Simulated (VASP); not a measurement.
OSZICAR of a VASP run on C31GeSi31:

**OSZICAR**
```
       N       E                     dE             d eps       ncg     rms          rms(c)
DAV:   1    -0.530252922974E+03   -0.53025E+03   -0.97978E+00   640   0.786E+00    0.147E+01
DAV:   2    -0.530311879582E+03   -0.58957E-01   -0.28253E-01   688   0.122E+00    0.105E+01
DAV:   3    -0.530293533312E+03    0.18346E-01   -0.17561E-02   752   0.327E-01    0.622E+00
DAV:   4    -0.530287441833E+03    0.60915E-02   -0.53069E-03   720   0.158E-01    0.358E+00
DAV:   5    -0.530285446770E+03    0.19951E-02   -0.10737E-03   704   0.730E-02    0.206E+00
DAV:   6    -0.530284776409E+03    0.67036E-03   -0.36839E-04   696   0.465E-02    0.117E+00
DAV:   7    -0.530284567567E+03    0.20884E-03   -0.12814E-04   720   0.274E-02    0.659E-01
DAV:   8    -0.530284501697E+03    0.65870E-04   -0.24536E-05   464   0.132E-02    0.382E-01
DAV:   9    -0.530284481881E+03    0.19815E-04   -0.12656E-05   424   0.100E-02    0.216E-01
DAV:  10    -0.530284477140E+03    0.47416E-05   -0.38545E-06   408   0.548E-03
   1 F= -.53028448E+03 E0= -.53028448E+03  d E =-.154581E-11  mag=     3.0000
```

Question: Which electronic solver shows in the log?

Answer: It is blocked Davidson (ALGO = Normal, or the opening steps of other solvers). The INCAR had ALGO = Normal.

Question: How was spin treated?

Answer: Collinear spin (ISPIN = 2): the summary line carries one mag value, 3.00 μB in the cell.

Question: Can the final energy be trusted as converged?

Answer: The calculation finished and met its thresholds. It stopped with EDIFF = 1E-5, NELM = 50 (HSE06 screened hybrid, plane waves, VASP's PBE PAW potentials (set 64)).  The cell is charged, with a uniform compensating background. The supercell is sampled at Γ alone, which is coarse: total energies, pressure and levels can be off, energies of defects by several tenths of an eV.

The cell is a supercell with a defect, built from SiC (zinc blende): Ge_Si-vac_C, charge -1. The cell's shape comes from a PBE relaxation. The total moment is imposed (NUPDOWN), so this need not be the lowest spin state.
